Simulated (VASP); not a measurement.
Consider the following.

```xyz
2
Lattice="0.0000 2.9414 2.9414 2.9414 0.0000 2.9414 2.9414 2.9414 0.0000" Properties=species:S:1:pos:R:3 pbc="T T T"
Cd     0.0000     0.0000     0.0000
S      1.4707     1.4707     1.4707
```

These are MS2 meta-GGA, VASP's PBE PAW potentials (set 64) (plane waves; VASP) values and carry that method's errors. Run with 520 eV cut-off, 9×9×9 Γ-centred mesh, tetrahedra with Blöchl corrections, potentials Cd S.

### Question
Predict the energy per atom (σ→0), band gap (over mesh and band path) with the smallest direct gap where there is one.

### Answer

| Quantity | Value |
|---|---|
| band gap (over mesh and band path) | 1.43 eV |
| smallest direct gap (over mesh and band path) | 1.43 eV |
| energy per atom (σ→0) | -3.913 eV/atom |

Only differences to runs with the same potentials and settings are physical.

The compound is CdS in the zinc blende structure, a metastable form; wurtzite is the usual one. It was relaxed first.
